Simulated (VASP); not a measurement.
Consider the following.

```xyz
4
Lattice="3.9200 0.0000 0.0000 0.0000 3.9200 0.0000 0.0000 0.0000 3.9200" Properties=species:S:1:pos:R:3 pbc="T T T"
Ti     0.0000     0.0000     0.0000
Pt     0.0000     1.9600     1.9600
Pt     1.9600     0.0000     1.9600
Pt     1.9600     1.9600     0.0000
```

These are PBE GGA + U (Dudarev), VASP's PBE PAW potentials (set 64) (plane waves; VASP) values and carry that method's errors. Run with 400 eV cut-off, 7×7×7 Γ-centred mesh, first-order Methfessel-Paxton smearing of 0.10 eV, potentials Ti_sv Pt, U − J: Ti 6.00 eV.

Unless said otherwise, spin-orbit coupling is left out, though it shifts the bands of the heavy elements here.

Q: What does the run give for the energy per atom (σ→0), pressure, band gap (on the k-mesh) with the smallest direct gap where there is one?

A: 
| Quantity | Result |
|---|---|
| band gap (on the k-mesh) | none (metal, semimetal or under 0.01 eV) |
| energy per atom (σ→0) | -6.342 eV/atom |
| pressure | 10.18 GPa |

Only differences to runs with the same potentials and settings are physical.

The compound is Pt3Ti in the L1_2 structure. The cell was not relaxed at this level. The run is one of a series of settings (LDAU = .TRUE., LDAUJ = 0 0, LDAUL = 2 -1, LDAUTYPE = 2, LDAUU = 6.0 0 against the base run), some of them coarse on purpose.
